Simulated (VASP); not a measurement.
```
Rh
1.0
    2.69932     0.00000     0.00000
   -1.34966     2.33768     0.00000
    0.00000     0.00000     4.36327
Rh
2
Direct
  0.66667   0.33333   0.75000
  0.33333   0.66667   0.25000
```

Level of theory: r2SCAN meta-GGA, VASP's PBE PAW potentials (set 64) (plane waves; VASP). Numerical set-up: 400 eV cut-off, 17×17×10 Γ-centred mesh, tetrahedra with Blöchl corrections, potentials Rh_pv.

Problem. Give the energies of bands 7 to 18 at the high-symmetry points, in eV from the Fermi level.

Solution. 
```csv
band,Γ,M,K,A,L,H
7,-8.29,-6.36,-5.76,-6.41,-6.29,-5.04
8,-6.44,-5.79,-4.67,-6.41,-6.29,-5.04
9,-3.23,-5.71,-4.67,-3.31,-4.98,-4.44
10,-3.15,-3.43,-4.11,-3.31,-4.98,-4.44
11,-3.15,-2.81,-3.43,-3.27,-1.75,-3.25
12,-2.61,-2.32,-3.43,-3.27,-1.75,-3.25
13,-2.61,-2.19,-1.87,-3.27,-0.30,-1.94
14,-2.01,0.43,-0.10,-3.27,-0.30,-1.94
15,-2.01,0.63,-0.10,-0.47,0.62,0.20
16,0.13,0.74,0.17,-0.47,0.62,0.20
17,0.13,3.19,6.57,-0.47,2.86,7.88
18,0.87,5.41,6.94,-0.47,2.86,7.88
```

It has no gap at this level: it comes out as a metal or semimetal.

The structure comes from a computed database's Rh entry (P6_3/mmc); how it stands against other phases isn't given here. It was relaxed first.
